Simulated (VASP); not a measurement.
```
Yb
1.0
    0.00000     2.64298     2.64298
    2.64298     0.00000     2.64298
    2.64298     2.64298     0.00000
Yb
1
Direct
  0.00000   0.00000   0.00000
```

The numbers are results of vdW-DF-cx, VASP's PBE PAW potentials (set 64) (plane waves; VASP), not measurements. Settings: 520 eV cut-off, 11×11×11 Γ-centred mesh, first-order Methfessel-Paxton smearing of 0.10 eV, potentials Yb_2.

The 4f electrons are frozen in the core of the lanthanide potential, so 4f levels, which can set the real gap, and their magnetism are missing.

Task: Estimate the energy per atom (σ→0).

Result: 
energy per atom (σ→0): 0.847 eV/atom

The absolute energy has meaning only against runs of the same code, potentials and settings.

The compound is Yb in the fcc structure. It was relaxed first, which changed the volume by -10 %. The start is the result of an earlier pass.
